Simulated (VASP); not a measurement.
VASP runs on EuN share one base input (PBE GGA, plane waves, VASP's PBE PAW potentials (set 64)) and change the settings named in each case.

**INCAR**
```
LASPH = T
LORBIT = 11
LWAVE = F
ISPIN = 2
PREC = Accurate
NELM = 100   # most electronic steps
LCHARG = F
ISIF = 2   # forces and stress, cell fixed
MAGMOM = 7.0 0.0
EDIFF = 1E-6   # SCF stop (eV)
LREAL = F   # projection in real space or not
SYSTEM = EuN
SIGMA = 0.1
ALGO = Normal   # blocked Davidson
LMAXMIX = 6   # l cut-off of mixed one-centre charges
GGA = PE   # PBE
ISMEAR = -1   # Fermi-Dirac
ENCUT = 400
```

POSCAR:
```
EuN
3.6464970
  1.0000000000   0.0000000000   0.0000000000
 -0.5000001371   0.8660253937   0.0000000000
  0.0000000000   0.0000000000   3.8393011156
Eu N
1 1
Direct
  0.6666670000   0.3333330000   0.5000000000
  0.3333330000   0.6666670000   0.5000000000
```

### KPOINTS
```
kpoints
0
G
 8 8 1
```

POTCAR, in this order: Eu N (PBE.64 set). Program: vasp_std.

| change | E(σ→0) (eV/atom) | −TS (eV) |
|---|---|---|
| base run | -9.9481 | -0.0808 |
| GGA_COMPAT = .FALSE., ISPIN removed, LNONCOLLINEAR = .TRUE., LSORBIT = .TRUE., MAGMOM = 0.0 0.0 7.0 0.0 0.0 0.0, program vasp_ncl | -10.2566 | -0.0845 |
| KPOINTS 1×1×1 Γ-centred mesh (not converged) | -11.4193 | -0.1803 |
| LDAU = .TRUE., LDAUJ = 0 0, LDAUL = 3 -1, LDAUTYPE = 2, LDAUU = 1.0 0 | -9.7823 | -0.0629 |
 Energies of different potentials or functionals have different zeros.  The cell holds a wide vacuum, so values per volume refer to the whole cell.

Left out are runs that ran out of time, are held back, or changed the cell or the kind of run, fixed moments of cells without a moment, rows past the twelfth, gaps on odd meshes, pressures of charged cells and columns that move by less than the noise.

The cell is a sheet or thin cut with vacuum, built from a generated structure.
